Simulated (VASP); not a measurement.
All values below come from RPBE GGA, VASP's PBE PAW potentials (set 64) (plane waves; VASP).

Input for VASP

**KPOINTS**
```
Regular mesh
0
G
  13 13 13
```

INCAR:
```
ALGO  =  Normal
EDIFF  =  1E-6
EDIFFG  =  -0.01
ENCUT  =  520
GGA  =  RP
IBRION  =  2
ISIF  =  3
ISMEAR  =  1
LASPH  =  .TRUE.
LCHARG  =  .FALSE.
LMAXMIX  =  4
LREAL  =  .FALSE.
LWAVE  =  .FALSE.
NELM  =  100
NSW  =  60
PREC  =  Accurate
SIGMA  =  0.1
SYSTEM  =  TiC
```

POSCAR:
```
TiC
1
   -0.0000000000     2.1805163563     2.1805163563
    2.1805163563     0.0000000000     2.1805163563
    2.1805163563     2.1805163563    -0.0000000000
Ti C
1 1
Direct
  0.0000000000   0.0000000000   0.0000000000
  0.5000000000   0.5000000000   0.5000000000
```

POTCAR, in this order: Ti_sv C (PBE.64 set). Program: vasp_std.

The run wrote:

**OSZICAR**
```
       N       E                     dE             d eps       ncg     rms          rms(c)
DAV:   1     0.124228554514E+03    0.12423E+03   -0.85061E+03  2016   0.158E+03
DAV:   2    -0.129346596429E+02   -0.13716E+03   -0.13129E+03  2104   0.388E+02
DAV:   3    -0.229048039013E+02   -0.99701E+01   -0.96462E+01  2700   0.999E+01
DAV:   4    -0.233596858910E+02   -0.45488E+00   -0.45419E+00  2556   0.202E+01
DAV:   5    -0.233766263245E+02   -0.16940E-01   -0.16939E-01  2828   0.355E+00    0.182E+01
DAV:   6    -0.184615055740E+02    0.49151E+01   -0.31958E+01  2384   0.695E+01    0.722E+00
DAV:   7    -0.178440419390E+02    0.61746E+00   -0.49031E+00  2496   0.282E+01    0.469E+00
DAV:   8    -0.178085827069E+02    0.35459E-01   -0.13741E-01  2172   0.496E+00    0.295E+00
DAV:   9    -0.178099792094E+02   -0.13965E-02   -0.16982E-01  2296   0.537E+00    0.817E-01
DAV:  10    -0.178067927304E+02    0.31865E-02   -0.16783E-02  2896   0.183E+00    0.593E-01
DAV:  11    -0.178051264396E+02    0.16663E-02   -0.71192E-03  2164   0.130E+00    0.110E-01
DAV:  12    -0.178051235744E+02    0.28652E-05   -0.41423E-04  2272   0.265E-01    0.383E-02
DAV:  13    -0.178051140405E+02    0.95339E-05   -0.25787E-05  2888   0.681E-02    0.126E-02
DAV:  14    -0.178051132402E+02    0.80028E-06   -0.17985E-06  1904   0.112E-02
   1 F= -.17805113E+02 E0= -.17805060E+02  d E =-.178051E+02
```

### OUTCAR
```
------------------------ aborting loop because EDIFF is reached ----------------------------------------
  FORCE on cell =-STRESS in cart. coord.  units (eV):
  Direction    XX          YY          ZZ          XY          YZ          ZX
  --------------------------------------------------------------------------------------
  Total       -0.0092552     -0.0092552     -0.0092552      0.0000000      0.0000000      0.0000000
  in kB       -0.7151355     -0.7151355     -0.7151355      0.0000000      0.0000000      0.0000000
  external PRESSURE =      -0.7151355 kB  Pullay stress =       0.0000000 kB
  volume of cell :       20.74
      direct lattice vectors                 reciprocal lattice vectors
     0.000000000  2.180516356  2.180516356    -0.229303485  0.229303485  0.229303485
     2.180516356  0.000000000  2.180516356     0.229303485 -0.229303485  0.229303485
     2.180516356  2.180516356  0.000000000     0.229303485  0.229303485 -0.229303485
 POSITION                                       TOTAL-FORCE (eV/Angst)
 -----------------------------------------------------------------------------------
      0.00000      0.00000      0.00000        -0.000000     -0.000000      0.000000
      2.18052      2.18052      2.18052         0.000000      0.000000     -0.000000
 -----------------------------------------------------------------------------------
    total drift:                                0.000000     -0.000000     -0.000000
  FREE ENERGIE OF THE ION-ELECTRON SYSTEM (eV)
  ---------------------------------------------------
  free  energy   TOTEN  =       -17.8051132402 eV

  energy  without entropy=      -17.8049540929  energy(sigma->0) =      -17.80506019

 reached required accuracy - stopping structural energy minimisation
```
(Selected blocks of OUTCAR.)

### OUTCAR
```
 val. band max:        9.2085923947   @ k =   0.4615   0.4615   0.0000

 cond. band min:       9.3395143951   @ k =   0.3846   0.3077   0.0000


 Fermi energy:         9.3374956485

 k-point     1 :       0.0000    0.0000    0.0000
  band No.  band energies     occupation
      1     -47.5033      2.00000
      2     -23.4676      2.00000
      3     -23.4676      2.00000
      4     -23.4676      2.00000
      5      -3.0749      2.00000
      6       9.9944     -0.00000
      7       9.9944     -0.00000
      8       9.9944     -0.00000
      9      10.9447     -0.00000
     10      10.9447     -0.00000
     11      10.9447     -0.00000
     12      10.9530     -0.00000

 k-point     2 :       0.0769    0.0000    0.0000
  band No.  band energies     occupation
      1     -47.4996      2.00000
      2     -23.4946      2.00000
      3     -23.4701      2.00000
      4     -23.4701      2.00000
      5      -2.9449      2.00000
      6       9.3749      0.41368
      7       9.6214     -0.00045
      8       9.6214     -0.00045
      9      10.2888     -0.00000
     10      10.2888     -0.00000
     11      11.2546     -0.00000
     12      12.1705      0.00000

 k-point     3 :       0.1538    0.0000    0.0000
  band No.  band energies     occupation
      1     -47.4893      2.00000
      2     -23.5688      2.00000
      3     -23.4772      2.00000
      4     -23.4772      2.00000
      5      -2.5671      2.00000
      6       8.2225      2.00000
      7       8.6615      2.00000
      8       8.6615      2.00000
      9      10.5050     -0.00000
     10      10.5050     -0.00000
     11      11.6240      0.00000
     12      13.4533      0.00000

 k-point     4 :       0.2308    0.0000    0.0000
  band No.  band energies     occupation
      1     -47.4747      2.00000
      2     -23.6719      2.00000
      3     -23.4872      2.00000
      4     -23.4872      2.00000
      5      -1.9765      2.00000
      6       6.9209      2.00000
...
```

The compound is TiC in the rock salt structure. It was relaxed first. The start is the result of an earlier pass.
